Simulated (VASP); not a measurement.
Data:

```yaml
crystal:
  lattice:
    - [0.00000, 2.39997, 2.38803]
    - [2.38803, 0.00000, 2.38803]
    - [2.38803, 2.39997, 0.00000]
  atoms:
    - { symbol: Ca, position: [0.00000, 0.00000, 0.00000] }
    - { symbol: O, position: [0.50000, 0.50000, 0.50000] }
```

Computed with PBEsol GGA, VASP's PBE PAW potentials (set 64) (plane waves; VASP). Settings: 600 eV cut-off, 10×10×10 Γ-centred mesh, Gaussian smearing of 0.050 eV, potentials Ca_sv O.

### Question
What does the run give for the energy per atom (σ→0)?

### Answer

```json
{
  "energy per atom (σ→0)": "-6.707 eV/atom"
}
```

Total energies compare only between runs with the same potentials, cut-off and functional.

The compound is CaO in the rock salt structure. This cell was strained or had an atom moved on purpose.
